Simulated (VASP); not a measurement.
# Nb (relaxed from the diamond structure, space group Fd-3m): computed properties

Computed with PBEsol GGA, VASP's PBE PAW potentials (set 64) (plane waves; VASP).

- space group: Fd-3m (227)
- cell: a = 5.7988 Å, b = 5.7988 Å, c = 5.7988 Å, α = 90.00°, β = 90.00°, γ = 90.00°
- volume per atom: 24.37 Å^3/atom
- band gap (over mesh and band path): none (metal, semimetal or under 0.01 eV)
- density: 6.33 g/cm³

```xyz
2
Lattice="0.0000 2.8994 2.8994 2.8994 0.0000 2.8994 2.8994 2.8994 0.0000" Properties=species:S:1:pos:R:3 pbc="T T T"
Nb     4.3491     4.3491     4.3491
Nb     2.8994     2.8994     2.8994
```

The structure was generated: Nb was put into the diamond type (Fd-3m), which need not be its known phase. It was relaxed first. Symmetry was kept, so distortions that lower it aren't found.
